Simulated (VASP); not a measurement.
Consider the following.

```yaml
crystal:
  lattice:
    - [0.00000, 2.68976, 2.68976]
    - [2.68976, 0.00000, 2.68976]
    - [2.68976, 2.68976, 0.00000]
  atoms:
    - { symbol: Zn, position: [0.00000, 0.00000, 0.00000] }
    - { symbol: S, position: [0.25000, 0.25000, 0.25000] }
```

All values below come from PBE GGA with D3 dispersion (Becke-Johnson damping), VASP's PBE PAW potentials (set 64) (plane waves; VASP). Numerical set-up: 520 eV cut-off, Gaussian smearing of 0.050 eV, potentials Zn S.

### Question
Give the energies of bands 2 to 12 at the high-symmetry points, in eV from the valence-band maximum.

### Answer

```
band      Γ      X      U      L      W
----  -----  -----  -----  -----  -----
2     -6.39  -6.43  -6.32  -6.28  -6.26
3     -6.39  -6.04  -6.10  -6.28  -6.10
4     -6.39  -6.04  -5.99  -5.85  -5.94
5     -5.88  -5.80  -5.84  -5.85  -5.92
6     -5.88  -5.66  -5.52  -5.67  -5.47
7      0.00  -4.61  -4.68  -5.38  -4.65
8      0.00  -2.27  -3.17  -0.89  -2.81
9      0.00  -2.27  -1.84  -0.89  -2.77
10     2.17   3.38   4.12   3.34   5.70
11     6.39   4.07   6.00   6.92   6.10
12     6.39  11.08   9.44   6.92   7.91
```

The gap is direct, 2.17 eV, from the valence maximum at Γ to the conduction minimum at Γ.

Measured: gap 3.94 eV (computed value off by -1.77 eV), as given by Wei Chen et al., Physical Review Materials (2018), doi:10.1103/physrevmaterials.2.073803 [zero-point renormalisation of 0.1 eV added back (the table's ZPR column)].

The compound is ZnS in the zinc blende structure. It was relaxed first.
